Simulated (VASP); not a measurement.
Consider the following.

```yaml
crystal:
  lattice:
    - [0.00000, 2.14227, 2.14227]
    - [2.14227, 0.00000, 2.14227]
    - [2.14227, 2.14227, 0.00000]
  atoms:
    - { symbol: Mg, position: [0.00000, 0.00000, 0.00000] }
    - { symbol: O, position: [0.50000, 0.50000, 0.50000] }
```

All values below come from PW91 GGA, VASP's PBE PAW potentials (set 64) (plane waves; VASP 6.6.1). Numerical set-up: 520 eV cut-off, 11×11×11 Γ-centred mesh, Gaussian smearing of 0.050 eV, potentials Mg O.

**Question.** What does the run give for the energy per atom (σ→0), pressure, band gap (on the k-mesh) with the smallest direct gap where there is one?

**Answer.** 
The band gap (on the k-mesh) is 4.29 eV, the smallest direct gap (on the k-mesh) comes out as 4.29 eV and the energy per atom (σ→0) is -6.016 eV/atom. The pressure comes out as -4.26 GPa.

Only differences to runs with the same potentials and settings are physical.

The compound is MgO in the rock salt structure. This cell is one point of a volume scan, at 1.03 of the reference volume.
